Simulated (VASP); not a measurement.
Input:

```
NaF
1.0
    0.00000     2.22948     2.22948
    2.22948     0.00000     2.22948
    2.22948     2.22948     0.00000
Na F
1 1
Direct
  0.00000   0.00000   0.00000
  0.50000   0.50000   0.50000
```

Calculation: LDA (Ceperley-Alder, Perdew-Zunger), VASP's LDA PAW potentials (set 64) (plane waves; VASP 6.6.1). Settings: 520 eV cut-off, 10×10×10 Γ-centred mesh, Gaussian smearing of 0.050 eV, potentials Na_pv F.

### Question
Give the stress tensor in GPa (positive for a compressed cell).

### Answer

```
1.94  0.00  0.00
0.00  1.94  0.00
0.00  0.00  1.94
```
The pressure is its mean diagonal, 1.94 GPa.

The compound is NaF in the rock salt structure. This cell is one point of a volume scan, at 0.97 of the reference volume.
